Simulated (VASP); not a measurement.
The system is BN.

```
B N
1.0
     2.50650    0.00000    0.00000
    -1.25325    2.17069    0.00000
     0.00000    0.00000    6.57374
B N
2 2
Direct
  0.33333 0.66667 0.25000
  0.66667 0.33333 0.75000
  0.33333 0.66667 0.75000
  0.66667 0.33333 0.25000
```

Program: VASP 6.6.1. Alike in all runs: task band structure; no spin polarisation; cell as given; k mesh 12 × 12 × 4; cutoff (eV) 520; smearing gaussian 0.03 eV.

Order these runs on this cell by their band gap on the k mesh, lowest first.
A. level r2SCAN; potentials or basis VASP PAW PBE potentials, release 64 (B, N)
B. level TB-mBJ; potentials or basis VASP PAW PBE potentials, release 64 (B, N)
C. level PBE+D3(BJ); potentials or basis VASP PAW PBE potentials, release 64 (B, N)
D. level LDA; potentials or basis VASP PAW LDA potentials, release 64 (B, N)

D (4.05 eV), C (4.25 eV), A (4.85 eV), B (6.00 eV).

A k mesh can miss the band edges.
